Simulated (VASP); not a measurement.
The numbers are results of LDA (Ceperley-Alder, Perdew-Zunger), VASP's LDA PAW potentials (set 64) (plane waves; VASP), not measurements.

Input for VASP

### KPOINTS
```
Automatic mesh
0
Gamma
7 7 7
0 0 0
```

File POSCAR:
```
Pt3Ti
1.0
  3.8759277624   0.0000000000   0.0000000000
  0.0000000000   3.8759277624   0.0000000000
  0.0000000000   0.0000000000   3.8759277624
Ti Pt
1 3
Direct
  0.0000000000   0.0000000000   0.0000000000
  0.0000000000   0.5000000000   0.5000000000
  0.5000000000   0.0000000000   0.5000000000
  0.5000000000   0.5000000000   0.0000000000
```

**INCAR**
```
SYSTEM = Pt3Ti
PREC = Accurate
ENCUT = 400
EDIFF = 1E-8
NELM = 100
ALGO = Normal
LREAL = .FALSE.
LASPH = .TRUE.
ISMEAR = 1
SIGMA = 0.1
LMAXMIX = 6
LWAVE = .FALSE.
LCHARG = .FALSE.
IBRION = 1
ISIF = 2
NSW = 30
EDIFFG = -0.001
```

POTCAR, in this order: Ti_sv Pt (LDA.64 set). Program: vasp_std.

Unless said otherwise, spin-orbit coupling is left out, though it shifts the bands of the heavy elements here.

Question: What does the run give for the energy per atom (σ→0), band gap (on the k-mesh)?

Answer: 
```
Quantity                                                     Value
------------------------  ----------------------------------------
energy per atom (σ→0)                               -8.654 eV/atom
band gap (on the k-mesh)  none (metal, semimetal or under 0.01 eV)
```

### OSZICAR
```
...
DAV:  12    -0.346165733483E+02    0.20862E-02   -0.12169E-02  1455   0.663E-01    0.107E-01
DAV:  13    -0.346165503576E+02    0.22991E-04   -0.19229E-04  1106   0.103E-01    0.566E-02
DAV:  14    -0.346165635305E+02   -0.13173E-04   -0.74484E-05  1415   0.686E-02    0.614E-02
DAV:  15    -0.346165351079E+02    0.28423E-04   -0.90801E-05  1506   0.629E-02    0.116E-02
DAV:  16    -0.346165341476E+02    0.96026E-06   -0.49235E-06  1509   0.142E-02    0.383E-03
DAV:  17    -0.346165340885E+02    0.59193E-07   -0.43654E-07  1433   0.508E-03    0.146E-03
DAV:  18    -0.346165340876E+02    0.82355E-09   -0.19856E-08   948   0.871E-04
   1 F= -.34616534E+02 E0= -.34616129E+02  d E =-.346165E+02
```

The compound is Pt3Ti in the L1_2 structure. It was relaxed first. The start is the result of an earlier pass.
